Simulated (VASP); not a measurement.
Input:

```yaml
crystal:
  lattice:
    - [0.00000, 2.73681, 2.73681]
    - [2.73681, 0.00000, 2.73681]
    - [2.73681, 2.73681, 0.00000]
  atoms:
    - { symbol: Si, position: [0.25000, 0.25000, 0.25000] }
    - { symbol: Si, position: [0.75000, 0.75000, 0.75000] }
    - { symbol: Ni, position: [0.00000, 0.00000, 0.00000] }
```

Calculation: RPBE GGA, VASP's PBE PAW potentials (set 64) (plane waves; VASP 6.6.1). Numerical set-up: 520 eV cut-off, 10×10×10 Γ-centred mesh, first-order Methfessel-Paxton smearing of 0.10 eV, potentials Si Ni.

### Question
Give the energy at these volumes per atom, relative to the lowest: 12.91, 13.33, 13.74, 14.15, 14.56 Å³.

### Answer
20.2, 3.7, 0.0, 6.6, 21.7 meV/atom. A third-order Birch-Murnaghan fit gives B0 = 138 GPa and B0′ = 5.9.

Measured: a 5.406 Å (computed value off by +1.3 %), as given by Wikipedia, Nickel silicide. The calculation is for a static lattice, while the measured a holds thermal and zero-point effects, which are part of the difference.

The compound is NiSi2 in the fluorite structure. It was relaxed first. The run is not spin-polarised, so no magnetic state was tried.
